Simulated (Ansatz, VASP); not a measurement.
# Cross-check of W2CSO (W2COS MXene, 2 layers, AA) between VASP and Ansatz

Wanted: the spread between two codes on one cell, functional and k mesh. The structure shown is the start of the Ansatz relaxation below; VASP solves that cell, so the two are compared at the walk's first step.

Method: plane waves, with VASP 6.6.1 beside it; single point at PBE with D3(BJ), in Ansatz 0.2.0.

## 1. Starting point

The cell holds 10 atoms: 2 S, 4 W, 2 C and 2 O. Its edges and angles: a = 3.125 Å, b = 3.125 Å, c = 58.184 Å, α = 90.0°, β = 90.0°, γ = 120.0°. Vacuum lies along c.

## 2. Ansatz: relaxation, PBE with D3(BJ)

Ansatz runs on its default PAW (the set named soft_2) files.

The two programs are compared at the cell with which this relaxation starts, whose forces are those of its first step.

input.yaml

```yaml
crystal:
  lattice:
    - [3.125408, 0.0, 0.0]
    - [-1.562704, 2.7066827252, 0.0]
    - [0.0, 0.0, 58.1844764806]
  atoms:
    - { symbol: S, position: [0.3333333333, 0.6666666667, 0.3832637389] }
    - { symbol: W, position: [0.6666666667, 0.3333333333, 0.4132002413] }
    - { symbol: C, position: [0.0, 0.0, 0.4343949448] }
    - { symbol: W, position: [0.3333333333, 0.6666666667, 0.4555896483] }
    - { symbol: O, position: [0.6666666667, 0.3333333333, 0.4746495957] }
    - { symbol: S, position: [0.3333333333, 0.6666666667, 0.5253504043] }
    - { symbol: W, position: [0.6666666667, 0.3333333333, 0.5552869067] }
    - { symbol: C, position: [0.0, 0.0, 0.5764816102] }
    - { symbol: W, position: [0.3333333333, 0.6666666667, 0.5976763137] }
    - { symbol: O, position: [0.6666666667, 0.3333333333, 0.6167362611] }
  periodic: [true, true, false]
kpoints:
  mp_grid: { grid: [10, 10, 1] }
hamiltonian:
  xc: pbe
  dispersion: d3bj
scf:
  occupations: { method: fermi_dirac, width: 0.05 }
  convergence: { dr2_threshold: 1.0e-09 }
relax:
  f_tol: 0.015
  max_steps: 90
  cell: {}
output:
  write_potential: true
  write_density: true
  volumetric_format: npy
```

Run with:

```sh
$ ansatz run input.yaml --threads 2 --pin off --max-ram 3072MiB --backend cpu --events-out ev --progress --plain --runs-dir out
```

Numbers of over 12 decimals in the logs are rounded to 6 here.

What it wrote:

```text
Warning: relax.cell: scf.convergence.dr2_threshold = 1e-9 eV is looser than the 1.79782543085e-10 eV advised for a relaxation that steers and ends on the stress (1e-10 eV for each atom of the cell: 10, times the square of relax.cell.stress_2d_tol = 0.05 N/m over 23.6 Å (the atoms' height at the walk's start and 5 Å past either face), 2.120e-2 GPa, over a crystal's default 0.05). What an SCF threshold leaves in a stress goes as its square root, and in the free energy as the threshold itself, and one threshold admits the most on a small cell: [figures from the program's tests cut] Set scf.convergence.dr2_threshold to 1.79782543085e-10 eV or tighter. [rest of the remark cut]
Engine: ansatz 0.2.0, aarch64-unknown-linux-gnu
Pseudopotentials: kind: paw
Pseudopotential: S, paw, valence charge 6, recommended cutoff 420 eV (normal), S.paw.azcp
Pseudopotential: W, paw, valence charge 14, recommended cutoff 420 eV (normal), W.paw.azcp
Pseudopotential: C, paw, valence charge 4, recommended cutoff 420 eV (normal), C.paw.azcp
Pseudopotential: O, paw, valence charge 6, recommended cutoff 420 eV (normal), O.paw.azcp
Functional definition: PBE
  parameter kappa = 0.804
  parameter beta = 0.066725
  exchange = pbe_x(kappa = kappa, mu = beta*pi^2/3)
  correlation = pbe_c(beta = beta)
Crystal: 10 atoms, lattice volume = 492.211 Å³
Basis set: ecut = 420 eV, 9519 PW (Γ), exchange–correlation on 48×48×800 points (8 copies of the dense FFT grid, shifted against one another)
Bands: 54, of which v1, the nominal top of the filled ones, is band 44 counted from 1 (43 counted from 0)
Symmetry: 6 space group operations
Space group: P3m1 (ITA 156), of the structure as read, at distance tolerance 7.9e-5 Å
k-points: 14 of 100 (time reversal used)
Non-local potential: S, projectors of the file, l = 0: 2, l = 1: 2, l = 2: 2
Non-local potential: W, projectors of the file, l = 0: 3, l = 1: 2, l = 2: 2, l = 3: 1
Non-local potential: C, projectors of the file, l = 0: 2, l = 1: 2, l = 2: 1
Non-local potential: O, projectors of the file, l = 0: 2, l = 1: 2, l = 2: 1
PAW form: soft (Blöchl's): semilocal exchange-correlation on the pseudo side does not see the compensation charge
PAW one-centre angular grid: S, 110 points (default); XC on 64 Gauss nodes
PAW one-centre angular grid: W, 590 points (default); XC on 64 Gauss nodes
PAW one-centre angular grid: C, 110 points (default); XC on 64 Gauss nodes
PAW one-centre angular grid: O, 110 points (default); XC on 64 Gauss nodes
Initial density: superposition of atomic densities (neutral atoms: chi_scale 0, normalization atom), corrected by the library's trained network
Initial wavefunctions: pseudopotential atomic-orbital guess
Functional: x = pbe(κ = 0.804, μ = 0.219515), c = pbe(β = 0.066725)
SCF iter   1: F=—  HF=-44983.385941 eV  |F-HF|=—  |Δ(HF+E_count)|=         —  Δρ=1.11e-2  dr2=4.51e1  ethr=1.77e-3  ⟨swp⟩=14.4  Hψ=5342  notcnv=0
preconditioner: auto → LDOS  [metal: Δε(μ)=0.013 eV  Ē_g=8.376 eV  σ=0.050 eV  W_gap=0.06  n_scr=36 (ndim 8)  ℏωp=12.5 eV  f_vac=0.713  D(μ)=6.44/eV (n_scr^D=28)  β→1.0]
SCF iter   2: F=—  HF=-44983.149192 eV  |F-HF|=—  |Δ(HF+E_count)|=   2.37e-1  Δρ=2.58e-3  dr2=5.16e-1  ethr=1.77e-3  ⟨swp⟩=1.8  Hψ=919  notcnv=0  defer=7
SCF iter   3: F=—  HF=-44983.146098 eV  |F-HF|=—  |Δ(HF+E_count)|=   3.09e-3  Δρ=9.74e-4  dr2=2.86e-2  ethr=5.86e-4  ⟨swp⟩=2.1  Hψ=1031  notcnv=0  defer=15
SCF iter   4: F=—  HF=-44983.147765 eV  |F-HF|=—  |Δ(HF+E_count)|=   1.67e-3  Δρ=3.78e-4  dr2=3.36e-3  ethr=3.26e-5  ⟨swp⟩=3.6  Hψ=1699  notcnv=0  defer=15
SCF iter   5: F=—  HF=-44983.147776 eV  |F-HF|=—  |Δ(HF+E_count)|=   1.14e-5  Δρ=2.29e-4  dr2=1.17e-3  ethr=3.82e-6  ⟨swp⟩=3.1  Hψ=1694  notcnv=0  defer=15
SCF iter   6: F=—  HF=-44983.147719 eV  |F-HF|=—  |Δ(HF+E_count)|=   5.75e-5  Δρ=3.27e-5  dr2=6.06e-6  ethr=1.33e-6  ⟨swp⟩=3.1  Hψ=1249  notcnv=0  defer=15
SCF iter   7: F=—  HF=-44983.147278 eV  |F-HF|=—  |Δ(HF+E_count)|=   4.40e-4  Δρ=1.29e-5  dr2=1.73e-6  ethr=6.89e-9  ⟨swp⟩=4.1  Hψ=2132  notcnv=0  defer=15
SCF iter   8: F=—  HF=-44983.147280 eV  |F-HF|=—  |Δ(HF+E_count)|=   1.30e-6  Δρ=3.77e-6  dr2=1.70e-7  ethr=1.97e-9  ⟨swp⟩=3.6  Hψ=1707  notcnv=0  defer=15
SCF iter   9: F=—  HF=-44983.147280 eV  |F-HF|=—  |Δ(HF+E_count)|=   3.87e-7  Δρ=1.17e-6  dr2=1.00e-8  ethr=1.93e-10  ⟨swp⟩=3.0  Hψ=1581  notcnv=0  defer=15
[...]
SCF iter   2: F=—  HF=-44983.945599 eV  |F-HF|=—  |Δ(HF+E_count)|=   2.13e-4  Δρ=1.54e-6  dr2=1.33e-8  ethr=2.64e-11  ⟨swp⟩=8.9  Hψ=4289  notcnv=0
SCF iter   3: F=-44983.945599 eV  HF=-44983.945597 eV  |F-HF|=2.20e-6  |Δ(HF+E_count)|=   2.19e-6  Δρ=5.06e-7  dr2=7.55e-10  ethr=1.14e-12  ⟨swp⟩=19.6  Hψ=9449  notcnv=0
SCF 11 converged in 3 iterations: F = -44983.945599 eV  dr2 = 7.55e-10
relax step  11: F+E_penalty+E_count = -44983.94559941 eV  Δ(F+E_penalty+E_count) = -6.448e-5 eV  max|allowed force component| = 1.055e-3 eV/Å  Δτ_max = 0.0000 Å  P = +0.041 N/m  Ω = 502.917 Å³  fix = [c, alpha, beta]  reactions: c +0.000 N/m  stress off target by 4.06e-2 N/m on what of the cell is left free  SCF on the basis re-selected at this cell (its energy is not comparable with the rows above)  (3 SCF iters)
basis re-selected at this cell: Δ(F+E_penalty+E_count) = -6.448e-5 eV, ΔP = +0.001 N/m vs the last step (what re-selecting the basis moved, of the pressure what is left beyond the Pulay correction that the steps carried, after the strain that the cell walked since its last selection, with what the two solves' SCF thresholds leave and, on support functions, any second-order correction that the steps lacked; it is no m [...]
WARN: The output density's exchange-correlation potential varies sharply where the density is thin. Do not read a vacuum level from v_tot or v_xc, or from such a field of the output density. On a cell that repeats whose density bears no net charge and no dipole along the vacuum's axis use v_es (v_loc + v_h of the components); under efield.dipole_correction with no amplitude use v_es + v_field, which holds any externa [...]
SCF converged after 3 iterations
Free energy (F): -44983.945599 eV
Harris-Foulkes:  -44983.945597 eV  (|F-HF|=2.20e-6)
Internal energy: -44983.907367 eV  (E = F + TS)
E sigma→0 (E₀):  -44983.926483 eV
Entropy (-TS):   -0.038232 eV (-3.823 meV/atom)
Fermi energy:    -5.322773 eV
--- Per-component energies (eV) ---
  E_band       = -2420.147945
  E_kinetic    = 2552.436210
  E_local      = -797646.897354  (includes V_loc(G=0)·N_el)
  E_nonlocal   = 206.160538
  E_hartree    = 397251.482455
  E_xc         = -1508.926757
  E_vxc        = -1441.789468  (∫ρ·V_xc dr)
  E_paw        = -35963.589678  (= ΣΔE_a)
  E_vpaw       = -593.039226  (= ΣTr[D̂ρ^β])
  E_aug_tail   = 0.004612  (compensation charges beyond the density's cutoff)
  E_ewald      = 390128.711265
  E_disp       = -3.288658  (pairwise vdW)
  E_smearing   = -0.038232  (= −TS)
  E_closure    = -0.000000  (closes the sum)
  Σ components = -44983.945599   (vs F -44983.945599, Δ=0.00e0)
--- Forces (eV/Å), atoms counted from 1 ---
  atom   1  S      0.00000000     0.00000000     0.00010456
  atom   2  W     -0.00000000     0.00000000     0.00051973
  atom   3  C      0.00000000    -0.00000000    -0.00018104
  atom   4  W      0.00000000    -0.00000000    -0.00105744
  atom   5  O      0.00000000     0.00000000     0.00058780
  atom   6  S      0.00000000    -0.00000000    -0.00002105
  atom   7  W     -0.00000000     0.00000000     0.00078455
  atom   8  C      0.00000000    -0.00000000    -0.00050726
  atom   9  W      0.00000000    -0.00000000    -0.00065046
  atom  10  O     -0.00000000     0.00000000     0.00039757
  max |Σ_I F_I| component: 2.30e-5 eV/Å
--- 2D stress c σ (N/m, compression-positive) ---
        0.040612       0.000000      -0.000000
        0.000000       0.040612       0.000000
       -0.000000       0.000000       0.000000
  P = ½ c Tr σ = 0.0406 N/m
--- Band table (eV; the first three rows and the last of 14) ---
  k-point 0: bands = [... 40 lower, -6.6438, -6.6438, -6.6065, -6.6065, -6.4900, -6.3684, -4.7287, -4.7287, ... 6 higher]
  k-point 1: bands = [... 40 lower, -7.2552, -7.1955, -6.4134, -6.3609, -5.9454, -5.8294, -4.6435, -4.6305, ... 6 higher]
  k-point 2: bands = [... 40 lower, -7.9436, -7.7539, -6.1716, -6.1187, -5.4978, -5.3172, -4.6358, -4.5315, ... 6 higher]
  k-point 13: bands = [... 40 lower, -6.4884, -6.3312, -6.1185, -6.0648, -5.3502, -5.3275, -3.9988, -3.8572, ... 6 higher]
  the weakly bound empty levels are not read free of the cell's end (no_gap_told)
--- Relaxed structure (9 steps of the walk, 9 accepted, 2 SCFs on fresh bases) ---
  F+E_penalty+E_count = -44983.94559941 eV   max|allowed force component| = 1.055e-3 eV/Å   (the final SCF, on the basis selected at the relaxed cell)
  cell:  # Å, volume = 502.9172 Å³
    - [3.159216, 0, 0]
    - [-1.579608, 2.735962, 0]
    - [0, 0, 58.1844764806]
  atoms:
    - { symbol: S, position: [0.333333, 0.666667, 0.392283] }
    - { symbol: W, position: [0.666667, 0.333333, 0.420683] }
    - { symbol: C, position: [0, 0, 0.439964] }
    - { symbol: W, position: [0.333333, 0.666667, 0.458229] }
    - { symbol: O, position: [0.666667, 0.333333, 0.477435] }
    - { symbol: S, position: [0.333333, 0.666667, 0.523417] }
    - { symbol: W, position: [0.666667, 0.333333, 0.551688] }
    - { symbol: C, position: [0, 0, 0.571041] }
    - { symbol: W, position: [0.333333, 0.666667, 0.589386] }
    - { symbol: O, position: [0.666667, 0.333333, 0.608504] }
```

(Continued in part 2 of 2.)

[Lines on the potential files, build, host, timing and source positions are cut from VASP's logs without a mark.]

[Logs are printed without paths, hosts, clocks, repeated set-up lines and the standing remarks that a program may print on its own settings, such as how far it seeks lower states.]

[Hosts, paths, dates, database ids (printed as entryN), source tags and the programs' standing remarks are cut or masked in the printed files.]
